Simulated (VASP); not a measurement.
A convergence study with VASP on GaN (zinc blende): one setting is varied, all else stays as given below, so the limit is that of these other settings. Each run relaxes cell and ions from the cell shown.

```
GaN
1.0
    0.00000     2.26000     2.26000
    2.26000     0.00000     2.26000
    2.26000     2.26000     0.00000
Ga N
1 1
Direct
  0.00000   0.00000   0.00000
  0.25000   0.25000   0.25000
```

All values below come from PBEsol GGA, VASP's PBE PAW potentials (set 64) (plane waves; VASP). The tightest run used: 700 eV cut-off, 14×14×14 Γ-centred mesh, Gaussian smearing of 0.050 eV, potentials Ga_d N.

Gaps are read on the run's mesh, which can miss a band edge.

**Question.** The settings run are 2×2×2 mesh; 3×3×3 mesh; 4×4×4 mesh; 5×5×5 mesh; 6×6×6 mesh; 7×7×7 mesh; 8×8×8 mesh; 9×9×9 mesh; 10×10×10 mesh; 11×11×11 mesh; 12×12×12 mesh; 13×13×13 mesh; 14×14×14 mesh. From which on does the relaxed volume stay within 0.05 Å³/atom of the tightest run?

**Answer.** From 3×3×3 mesh on: it is off by 0.021 there and by no more than 0.05 in any finer run, while 2×2×2 mesh is off by 0.212.
| setting | relaxed volume (Å³/atom) | E (eV/atom) | gap on the mesh (eV) | irreducible k-points | difference judged (Å³/atom) |
|---|---|---|---|---|---|
| 2×2×2 mesh | 11.568 | -5.6835 | 1.343 | 3 | 0.212 |
| 3×3×3 mesh | 11.377 | -6.4111 | 1.645 | 4 | 0.021 |
| 4×4×4 mesh | 11.351 | -6.5312 | 1.714 | 8 | 0.005 |
| 5×5×5 mesh | 11.351 | -6.5560 | 1.729 | 10 | 0.005 |
| 6×6×6 mesh | 11.348 | -6.5620 | 1.735 | 16 | 0.008 |
| 7×7×7 mesh | 11.354 | -6.5636 | 1.734 | 20 | 0.002 |
| 8×8×8 mesh | 11.350 | -6.5641 | 1.737 | 29 | 0.006 |
| 9×9×9 mesh | 11.355 | -6.5643 | 1.734 | 35 | 0.001 |
| 10×10×10 mesh | 11.355 | -6.5643 | 1.734 | 47 | 0.001 |
| 11×11×11 mesh | 11.355 | -6.5644 | 1.734 | 56 | 0.001 |
| 12×12×12 mesh | 11.358 | -6.5644 | 1.732 | 72 | 0.002 |
| 13×13×13 mesh | 11.356 | -6.5644 | 1.734 | 84 | 0.000 |
| 14×14×14 mesh | 11.356 | -6.5644 | 1.734 | 104 | 0.000 |

Left out are rungs that failed or repeat a setting and relaxations that didn't move; long series are thinned to 24 rows.

The compound is GaN in the zinc blende structure, a metastable form; wurtzite is the usual one.
